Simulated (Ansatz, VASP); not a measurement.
# In11Ga5O24 (partly crystallised 69In2O3-31Ga2O3 (mol %)) in two plane-wave programs, part 3 of 3

Aim: how closely do two programs agree when they are given the same cell, functional and k mesh? The structure shown is the start of the Ansatz relaxation below; VASP solves that cell, so the two are compared at the walk's first step.

VASP 6.6.1 and Ansatz 0.2.0.

So far. Step 6 (VASP: single point, PBE, start cell, pair 2): The run ends at a pressure of -7.33 GPa, with forces up to 0.43 eV/Å.

### Step 9. VASP: single point, PBE, start cell, pair 3

Level of this step: PBE; plane waves and PAW (In_d, Ga_d, O) (VASP).

The same cell, functional, mesh and smearing now go to VASP, with its own data sets.

INCAR

```
SYSTEM = In11Ga5O24
PREC = Accurate
ENCUT = 520
EDIFF = 1E-06
NELM = 120
ISMEAR = 0
SIGMA = 0.025
LREAL = Auto
ALGO = Normal
GGA = PE
NBANDS = 408
LORBIT = 11
LWAVE = .FALSE.
LCHARG = .FALSE.
ISIF = 2
LASPH = .TRUE.
GGA_COMPAT = .FALSE.
EFERMI = MIDGAP
NCORE = 2
```

POSCAR

```
In11Ga5O24
1.0
   10.0051500000     -0.0199900000      0.0155300000
   -0.0199900000      9.5557400000     -0.0022000000
    0.0155300000     -0.0022000000     10.3308400000
In Ga O
22 10 48
Direct
    0.7755444605      0.6552244022      0.0231343519
    0.4964405766      0.9540112320      0.7088377230
    0.7848884272      0.4622324022      0.2648794865
    0.1214723608      0.6150352714      0.1767781334
    0.7689614442      0.1194851812      0.2262662955
    0.2816185028      0.1144119630      0.9370078494
    0.7774950123      0.4569172560      0.7456248205
    0.7854196166      0.1222616866      0.7728869491
    0.6603712015      0.8067546608      0.4258917276
    0.2949925372      0.7885976165      0.4713124664
    0.0250068531      0.2928703566      0.0423156257
    0.4953831419      0.6428725785      0.1911384766
    0.2928813081      0.9611507720      0.2055366345
    0.7809740486      0.7961891661      0.7568138786
    0.5008841470      0.2965114160      0.7151474221
    0.0645812504      0.2833728226      0.7481986434
    0.2485010238      0.1300612405      0.4835741250
    0.2527790277      0.4628148232      0.4932118331
    0.9729586076      0.9467851519      0.3560478025
    0.5436616822      0.1436559477      0.4414038914
    0.0135806748      0.9421346394      0.0100826059
    0.9910632359      0.6403926369      0.5064464895
    0.9453823257      0.2900400519      0.4768785791
    0.0468887861      0.5828834741      0.7934644386
    0.3105812109      0.4677170125      0.9425666888
    0.6023582812      0.3129421336      0.0238735523
    0.2897917837      0.7750376996      0.9390044388
    0.5408815803      0.4664518863      0.4457843025
    0.5827003829      0.9500560732      0.0184729205
    0.0825370046      0.9370806743      0.7042582963
    0.5002627026      0.6244801403      0.7134564834
    0.3328938386      0.3251882769      0.2091258381
    0.4102537430      0.7748797076      0.7945659302
    0.1295973150      0.7899037779      0.6020347950
    0.4008488642      0.2961763465      0.5323600409
    0.1646604995      0.8103532257      0.1059861153
    0.6600454871      0.9570452083      0.8549406431
    0.6087488581      0.4723267285      0.6193286557
    0.3961604187      0.9407089661      0.0232040365
    0.6318408863      0.6095706511      0.3491612073
    0.1565434417      0.6285299163      0.3814357444
    0.1270820422      0.2967338705      0.4415206537
    0.6238873333      0.1284205037      0.0824708886
    0.4185956204      0.4720019207      0.7999579525
    0.3578807290      0.6211934115      0.0494063152
    0.1183276172      0.4761850863      0.6525035698
    0.1941466797      0.3134832292      0.9014731198
    0.1421199867      0.1103297284      0.6551002244
    0.3977028232      0.9801662799      0.5291128351
    0.8935152126      0.4642250837      0.4331056336
    0.4134495707      0.1257589566      0.7977430488
    0.6689545581      0.2989150309      0.8554162826
    0.6401431969      0.3208230595      0.3660364875
    0.8803638028      0.2836126663      0.6501941660
    0.6416203463      0.9944570219      0.3394325574
    0.3610817595      0.1572107211      0.2939778628
    0.9106543662      0.7764367760      0.9199896328
    0.1728519670      0.4074185788      0.1503180700
    0.8998575290      0.9577603658      0.6913118667
    0.9147097884      0.5964939780      0.1619623229
    0.6161218938      0.7876505385      0.6215820261
    0.9561578380      0.1398840864      0.9010747058
    0.3960403733      0.4669350222      0.3149188982
    0.6218722691      0.1276220541      0.6327000604
    0.6749678471      0.6232311414      0.8373364468
    0.8660021618      0.7890293439      0.4308543014
    0.8869630838      0.1344434978      0.3985078889
    0.1553102659      0.1028607499      0.0936046174
    0.1721989816      0.9561864606      0.3758870876
    0.6467656153      0.4840183888      0.1022879621
    0.4023369498      0.6103704305      0.5447373613
    0.8969692027      0.9603139905      0.1729077944
    0.4147186437      0.3207169529      0.0443589289
    0.4066925100      0.8043531791      0.3000291982
    0.6322463117      0.7896154914      0.1007873870
    0.1704474497      0.9243144970      0.8644395270
    0.1793699448      0.6165371869      0.9015695497
    0.9487015410      0.4397974168      0.8751015619
    0.9032188639      0.6307796926      0.6869974490
    0.8554753289      0.2960561040      0.1519107635
```

KPOINTS

```
Automatic mesh
0
Gamma
1 1 1
0 0 0
```

Potentials, in the order of the species: In_d, Ga_d and O (PBE family, release 64).

Command:

```
> mpirun -np 8 vasp_gam
```

Numbers of over 12 decimals in the logs are rounded to 6 here.

Output:

```text
[... set-up lines as in an earlier step ...]
 entering main loop
       N       E                     dE             d eps       ncg     rms          rms(c)
DAV:   1     0.187168251150E+05    0.18717E+05   -0.27892E+05   816   0.312E+03
DAV:   2     0.502959363647E+04   -0.13687E+05   -0.13027E+05   816   0.966E+02
DAV:   3     0.430294272637E+03   -0.45993E+04   -0.43749E+04   952   0.411E+02
DAV:   4    -0.456834209511E+03   -0.88713E+03   -0.85831E+03  1104   0.183E+02
[...]
DAV:  19    -0.445080942070E+03    0.32817E-05   -0.31550E-05  1320   0.480E-02    0.857E-03
DAV:  20    -0.445080942263E+03   -0.19233E-06   -0.10063E-05   848   0.250E-02    0.592E-03
DAV:  21    -0.445080942696E+03   -0.43311E-06   -0.90419E-06   896   0.142E-02
   1 F= -.44508094E+03 E0= -.44508094E+03  d E =0.000000E+00
```

OUTCAR, selected parts (step 9):

```text
  FREE ENERGIE OF THE ION-ELECTRON SYSTEM (eV)
  ---------------------------------------------------
  free  energy   TOTEN  =      -445.0809426959 eV

  energy  without entropy=     -445.0809426959  energy(sigma->0) =     -445.08094270

[... 1 further part left out ...]
```

The run ends at a pressure of 11.39 GPa, with forces up to 0.66 eV/Å.

### Step 10. Differences

Forces on 7 of the 80 atoms, those with the largest forces and the largest differences (eV/Å; atoms numbered as in POSCAR):

| atom | Ansatz x, y, z | VASP x, y, z |
| --- | --- | --- |
| Ga24 | -0.035, 0.496, -0.021 | 0.001, 0.559, 0.021 |
| O53 | 0.289, -0.195, -0.265 | 0.323, -0.206, -0.302 |
| O59 | -0.038, 0.160, -0.399 | -0.023, 0.171, -0.427 |
| O65 | -0.463, -0.048, 0.257 | -0.500, -0.055, 0.278 |
| O68 | -0.216, 0.177, 0.499 | -0.229, 0.188, 0.538 |
| O72 | -0.167, -0.299, -0.249 | -0.176, -0.320, -0.286 |
| O78 | -0.221, -0.184, 0.536 | -0.236, -0.216, 0.582 |

The forces differ by 16 meV/Å r.m.s., which is 9.8 % of the r.m.s. force of 0.158 eV/Å (both taken over all components).

### Step 11. Summary of results

| Quantity | Value |
| --- | --- |
| r.m.s. force difference (single point, PBE, start cell, pair 1) | 15 meV/Å |
| r.m.s. force difference (single point, PBE, start cell, pair 2) | 15 meV/Å |
| r.m.s. force difference (single point, PBE, start cell, pair 3) | 16 meV/Å |

What this shows: The r.m.s. force difference is 16 meV/Å (single point, PBE, start cell, pair 3), beyond the 12 meV/Å picked in this series as the mark of a large difference. What causes the difference of the single point, PBE, start cell, pair 1 pair stays open here. What causes the difference of the single point, PBE, start cell, pair 2 pair stays open here. What causes the difference of the single point, PBE, start cell, pair 3 pair stays open here. 3 further pairs of this series are not shown here. Such differences can come from data sets, numerical settings and the points named under the comparisons, not from the functional's error against experiment.

[Lines on the potential files, build, host, timing and source positions are cut from VASP's logs without a mark.]

[Logs are printed without paths, hosts, clocks, repeated set-up lines and the standing remarks that a program may print on its own settings, such as how far it seeks lower states.]

[Hosts, paths, dates, database ids (printed as entryN), source tags and the programs' standing remarks are cut or masked in the printed files.]
